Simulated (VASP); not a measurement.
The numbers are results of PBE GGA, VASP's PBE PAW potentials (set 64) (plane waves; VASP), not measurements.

The input files of a VASP run:

### INCAR
```
! general
SYSTEM = Li
PREC   = Accurate
ENCUT  = 400
LREAL  = .False.
LASPH  = .True.

! electronic loop
EDIFF  = 1E-6
NELM   = 100
ALGO   = Normal

! smearing
ISMEAR = -1
SIGMA  = 0.136

! functional
GGA    = PE

! ions
ISIF   = 2

! output
LWAVE  = .False.
LCHARG = .False.
```

### KPOINTS
```
Automatic mesh
0
Gamma
17 17 17
0 0 0
```

**POSCAR**
```
Li
3.0224290
 -0.5773502041   0.5773502041   0.5773502041
  0.5773502041  -0.5773502041   0.5773502041
  0.5773502041   0.5773502041  -0.5773502041
Li
1
Direct
  0.0000000000   0.0000000000   0.0000000000
```

POTCAR, in this order: Li_sv (PBE.64 set). Program: vasp_std.

At this cut-off the stress carries a Pulay error, which pulls relaxed volumes low.

### Question
Predict the energy per atom (σ→0), pressure, band gap (on the k-mesh).

### Answer

```
Property                                                    Result
------------------------  ----------------------------------------
energy per atom (σ→0)                               -1.912 eV/atom
band gap (on the k-mesh)  none (metal, semimetal or under 0.01 eV)
pressure                                                -39.4 kbar
```

### OSZICAR
```
...
DAV:   4    -0.193133484887E+01   -0.24492E-02   -0.24486E-02  2165   0.124E+00
DAV:   5    -0.193136233567E+01   -0.27487E-04   -0.27487E-04  2110   0.116E-01    0.522E-01
DAV:   6    -0.192782037657E+01    0.35420E-02   -0.42727E-04  2340   0.193E-01    0.289E-01
DAV:   7    -0.192773491013E+01    0.85466E-04   -0.16868E-03  3010   0.317E-01    0.339E-02
DAV:   8    -0.192770684353E+01    0.28067E-04   -0.14107E-04  2035   0.980E-02    0.245E-02
DAV:   9    -0.192773160046E+01   -0.24757E-04   -0.90933E-06  2640   0.347E-02    0.907E-04
DAV:  10    -0.192773244140E+01   -0.84094E-06   -0.34778E-07  1025   0.737E-03
   1 F= -.19277324E+01 E0= -.19121877E+01  d E =-.310895E-01
```

The structure is a typed Li crystal (Im-3m). The cell was not relaxed at this level.
